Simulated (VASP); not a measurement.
```
Tl
1.0
    1.76460    -3.05638     0.00000
    1.76460     3.05638     0.00000
    0.00000     0.00000     5.63040
Tl
2
Direct
  0.33333   0.66667   0.25000
  0.66667   0.33333   0.75000
```

The base run (VASP): PBE GGA, plane waves, VASP's PBE PAW potentials (set 64). Settings: 400 eV cut-off, 11×11×6 Γ-centred mesh, first-order Methfessel-Paxton smearing of 0.10 eV, potentials Tl_d.

One setting is varied; ΔE counts from the base run. The base run took about 50 core-seconds. The timings are rough (shared machines, no repeats); factors under 2 mean little.

```csv
setting,cost over the base run,electronic steps,ΔE (meV/atom)
"AMIX = 0.1, BMIX = 1.0, IMIX = 4",within a factor of 2,10,0.0
base run,reference,11,0.0
"AMIX = 0.05, BMIX = 1.0, IMIX = 4",within a factor of 2,13,0.0
"AMIX = 0.2, BMIX = 3.0, IMIX = 4",within a factor of 2,13,0.0
"AMIX = 0.05, BMIX = 0.0001, IMIX = 1",about 4 times,61,0.0
"AMIX = 0.1, BMIX = 3.0, IMIX = 1",about 5 times,66,0.0
```

Left out are runs that failed, have no time on record or changed the cell.

The compound is Tl in the hcp structure. The cell was not relaxed at this level.
